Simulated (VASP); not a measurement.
All values below come from PBEsol GGA, VASP's PBE PAW potentials (set 64) (plane waves; VASP).

VASP ran on this input.

**INCAR**
```
# general
SYSTEM   =  GePt
PREC     =  Accurate
ENCUT    =  300   # plane-wave cut-off (eV)
LREAL    =  .False.
LASPH    =  .True.   # aspherical one-centre terms

# electronic loop
EDIFF    =  1E-6   # SCF stop (eV)
NELM     =  100   # most electronic steps
ALGO     =  Normal
LMAXMIX  =  6

# smearing
ISMEAR   =  -1   # Fermi-Dirac
SIGMA    =  0.136

# functional
GGA      =  PS   # PBEsol

# ions
ISIF     =  2   # forces and stress, cell fixed

# output
LWAVE    =  .False.
LCHARG   =  .False.
```

File POSCAR:
```
GePt
1
    3.1201540000     0.0000000000     0.0000000000
    0.0000000000     3.1201540000     0.0000000000
    0.0000000000     0.0000000000     3.1201540000
Pt Ge
1 1
Direct
 -0.0120650000   0.0002190000   0.0034290000
  0.5120650000   0.4997810000   0.4965710000
```

### KPOINTS
```
Automatic mesh
0
Gamma
6 6 6
0 0 0
```

POTCAR, in this order: Pt Ge_d (PBE.64 set). Program: vasp_std.

At this cut-off the stress carries a Pulay error, which pulls relaxed volumes low. Unless said otherwise, spin-orbit coupling is left out, though it shifts the bands of the heavy elements here.

What does the run give for the energy per atom (σ→0), pressure, largest force, band gap (on the k-mesh)?

```yaml
energy per atom (σ→0): -6.066 eV/atom
band gap (on the k-mesh): none (metal, semimetal or under 0.01 eV)
pressure: 3.56 GPa
largest_force: 0.161 eV/Å
```

OSZICAR:
```
...
DAV:   6    -0.122394670979E+02    0.38912E+00   -0.25495E+00  3608   0.102E+01    0.599E+00
DAV:   7    -0.121861918151E+02    0.53275E-01   -0.16941E-01  4432   0.524E+00    0.342E+00
DAV:   8    -0.121706420912E+02    0.15550E-01   -0.31799E-02  4608   0.179E+00    0.301E-01
DAV:   9    -0.121701281082E+02    0.51398E-03   -0.12466E-03  4608   0.620E-01    0.171E-01
DAV:  10    -0.121699953711E+02    0.13274E-03   -0.57600E-04  4856   0.486E-01    0.265E-02
DAV:  11    -0.121699947498E+02    0.62136E-06   -0.17399E-05  3888   0.404E-02    0.158E-02
DAV:  12    -0.121699955200E+02   -0.77021E-06   -0.28994E-06  3296   0.310E-02
   1 F= -.12169996E+02 E0= -.12131902E+02  d E =-.761867E-01
```

The structure was generated: GePt was put into an ordered model structure, which need not be its known phase. The cell was not relaxed at this level, atoms are displaced from their ideal sites. The k-mesh is coarse (spacing up to 0.34 per Å, 2π included), so the numbers may not be converged in it. The run is one of a series of settings (GGA = PS against the base run), some of them coarse on purpose.
